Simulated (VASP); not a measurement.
These are PBEsol GGA, VASP's PBE PAW potentials (set 64) (plane waves; VASP) values and carry that method's errors.

Input for VASP

### INCAR
```
SYSTEM=Co
PREC=Accurate; ENCUT=500; LREAL=.False.
LASPH=.True.
EDIFF=1E-6; NELM=100; ALGO=Normal
LMAXMIX=4
ISMEAR=1; SIGMA=0.1
GGA=PS
MAGMOM=1.6 1.6
ISPIN=2
IBRION=2; NSW=40; ISIF=3
EDIFFG=-0.02; PSTRESS=300
LWAVE=.False.; LCHARG=.False.; LORBIT=10
```

### POSCAR
```
Co
1
    1.1988998752    -2.0765557200     0.0000000000
    1.1988998752     2.0765557200     0.0000000000
    0.0000000000     0.0000000000     3.8706974966
Co
2
Direct
  0.3333330000   0.6666670000   0.2500000000
  0.6666670000   0.3333330000   0.7500000000
```

File KPOINTS:
```
kpoints
0
gamma
 17 17 10
```

POTCAR, in this order: Co (PBE.64 set). Program: vasp_std.

Output

File OUTCAR:
```
 ion  position               nearest neighbor table
   1  0.333  0.667  0.250-   2 2.38   2 2.38   2 2.38   2 2.38   2 2.38   2 2.38
   2  0.667  0.333  0.750-   1 2.38   1 2.38   1 2.38   1 2.38   1 2.38   1 2.38
  LATTYP: Found a hexagonal cell.
 ALAT       =     2.3977999435
 C/A-ratio  =     1.6142704095
 Subroutine PRICEL returns:
 Original cell was already a primitive cell.
 Subroutine GETGRP returns: Found 24 space group operations
The static configuration has the point symmetry D_3d.
 The point group associated with its full space group is D_6h.
The dynamic configuration has the point symmetry D_3d.
The overall configuration has the point symmetry D_3d.
 Subroutine INISYM returns: Found 24 space group operations
 Subroutine IBZKPT returns following result:
 Found    198 irreducible k-points:

 Following reciprocal coordinates:
            Coordinates               Weight
  0.000000  0.000000  0.000000      1.000000
  0.058824  0.000000  0.000000      6.000000
  0.117647  0.000000  0.000000      6.000000
  0.176471  0.000000  0.000000      6.000000
  0.235294  0.000000  0.000000      6.000000
  0.294118  0.000000  0.000000      6.000000
...
```

### OSZICAR
```
       N       E                     dE             d eps       ncg     rms          rms(c)
DAV:   1     0.766890504356E+02    0.76689E+02   -0.81049E+03 12232   0.158E+03
DAV:   2    -0.157061094964E+02   -0.92395E+02   -0.85386E+02 11901   0.256E+02
DAV:   3    -0.178373011377E+02   -0.21312E+01   -0.20792E+01 14239   0.549E+01
DAV:   4    -0.178719854660E+02   -0.34684E-01   -0.34676E-01 17158   0.534E+00
DAV:   5    -0.178722680077E+02   -0.28254E-03   -0.28253E-03 14642   0.472E-01    0.178E+01
DAV:   6    -0.156978384527E+02    0.21744E+01   -0.12906E+01 13028   0.758E+01    0.665E+00
DAV:   7    -0.154336457421E+02    0.26419E+00   -0.14874E+00 13980   0.245E+01    0.417E+00
DAV:   8    -0.154074178237E+02    0.26228E-01   -0.18239E-02 16655   0.154E+00    0.218E+00
DAV:   9    -0.153903350256E+02    0.17083E-01   -0.29888E-03 18606   0.982E-01    0.698E-01
DAV:  10    -0.153908598602E+02   -0.52483E-03   -0.25102E-03 16304   0.811E-01    0.131E-01
DAV:  11    -0.153909791346E+02   -0.11927E-03   -0.16843E-04 16766   0.196E-01    0.360E-02
DAV:  12    -0.153909794071E+02   -0.27248E-06   -0.42338E-06 14181   0.243E-02
   1 F= -.11782233E+02 E0= -.11782074E+02  d E =-.117822E+02  mag=     3.0017
       N       E                     dE             d eps       ncg     rms          rms(c)
DAV:   1    -0.165231016396E+02   -0.11321E+01   -0.18228E+01 11894   0.790E+01    0.114E+01
DAV:   2    -0.151924933571E+02    0.13306E+01   -0.51089E+00 13238   0.502E+01    0.578E+00
DAV:   3    -0.150564482354E+02    0.13605E+00   -0.39045E-01 13784   0.128E+01    0.281E+00
DAV:   4    -0.150323705639E+02    0.24078E-01   -0.91300E-03 15667   0.115E+00    0.888E-01
DAV:   5    -0.150131193234E+02    0.19251E-01   -0.61648E-03 18208   0.104E+00    0.893E-02
DAV:   6    -0.150132603068E+02   -0.14098E-03   -0.50452E-04 13241   0.306E-01    0.562E-02
DAV:   7    -0.150132863286E+02   -0.26022E-04   -0.22947E-05 16998   0.726E-02    0.273E-02
DAV:   8    -0.150132868154E+02   -0.48683E-06   -0.52101E-06 13217   0.280E-02
   2 F= -.11712199E+02 E0= -.11712607E+02  d E =0.700339E-01  mag=     2.8778
       N       E                     dE             d eps       ncg     rms          rms(c)
DAV:   1    -0.160321846228E+02   -0.10189E+01   -0.92343E+00 11880   0.598E+01    0.700E+00
DAV:   2    -0.154255469786E+02    0.60664E+00   -0.28405E+00 13112   0.349E+01    0.368E+00
DAV:   3    -0.153325542738E+02    0.92993E-01   -0.24194E-01 13371   0.103E+01    0.202E+00
DAV:   4    -0.153208985766E+02    0.11656E-01   -0.44292E-03 14136   0.821E-01    0.792E-01
DAV:   5    -0.153109110155E+02    0.99876E-02   -0.31023E-03 18406   0.751E-01    0.952E-02
DAV:   6    -0.153109375465E+02   -0.26531E-04   -0.16182E-04 12489   0.134E-01    0.516E-02
DAV:   7    -0.153109753712E+02   -0.37825E-04   -0.96366E-06 15557   0.374E-02    0.269E-02
DAV:   8    -0.153109803631E+02   -0.49918E-05   -0.23417E-06 12126   0.217E-02    0.430E-03
DAV:   9    -0.153109802384E+02    0.12468E-06   -0.10976E-07  6241   0.504E-03
   3 F= -.11799694E+02 E0= -.11799631E+02  d E =-.174611E-01  mag=     2.9656
```

**OUTCAR**
```
------------------------ aborting loop because EDIFF is reached ----------------------------------------
  FORCE on cell =-STRESS in cart. coord.  units (eV):
  Direction    XX          YY          ZZ          XY          YZ          ZX
  --------------------------------------------------------------------------------------
  Total        3.4734949      3.4734956      3.4780197      0.0000000      0.0000000      0.0000000
  in kB      296.7711345    296.7712005    297.1577272      0.0000000      0.0000000      0.0000000
  external PRESSURE =      -3.0999793 kB  Pullay stress =     300.0000000 kB
  volume of cell :       18.75
      direct lattice vectors                 reciprocal lattice vectors
     1.187926988 -2.057550127 -0.000000000     0.420901289 -0.243007445  0.000000000
     1.187926988  2.057550127 -0.000000000     0.420901289  0.243007445  0.000000000
    -0.000000000  0.000000000  3.836060230     0.000000000 -0.000000000  0.260684124
 POSITION                                       TOTAL-FORCE (eV/Angst)
 -----------------------------------------------------------------------------------
      1.18793      0.68585      0.95902        -0.000000     -0.000000      0.000000
      1.18793     -0.68585      2.87705         0.000000      0.000000      0.000000
 -----------------------------------------------------------------------------------
    total drift:                               -0.000021     -0.000015     -0.000030
  FREE ENERGIE OF THE ION-ELECTRON SYSTEM (eV)
  ---------------------------------------------------
  free  energy   TOTEN  =       -15.3109802384 eV

  energy  without entropy=      -15.3107907158  energy(sigma->0) =      -15.31091706
  enthalpy is  TOTEN    =       -11.7996938037 eV   P V=        3.5112864347

 total charge

# of ion       s       p       d       tot
------------------------------------------
    1        0.556   0.665   7.380   8.601
    2        0.556   0.665   7.380   8.601
--------------------------------------------------
tot          1.111   1.331  14.759  17.202

 magnetization (x)

# of ion       s       p       d       tot
------------------------------------------
    1       -0.016  -0.051   1.538   1.472
    2       -0.016  -0.051   1.538   1.472
--------------------------------------------------
tot         -0.032  -0.101   3.076   2.943

 reached required accuracy - stopping structural energy minimisation
```
(Selected blocks of OUTCAR.)

**CONTCAR**
```
Co
   1.00000000000000
     1.1879269875196599   -2.0575501269592067   -0.0000000000000000
     1.1879269875196599    2.0575501269592067   -0.0000000000000000
    -0.0000000000000000    0.0000000000000000    3.8360602296848092
  Co
     2
Direct
     0.3333330000000032    0.6666669999999968    0.2500000000000000
     0.6666669999999968    0.3333330000000032    0.7500000000000000
```

Energy and stress use the plane-wave basis of the starting cell.

The compound is Co in the hcp structure. This run relaxes it under an external pressure of 30 GPa. Symmetry was kept, so distortions that lower it aren't found.
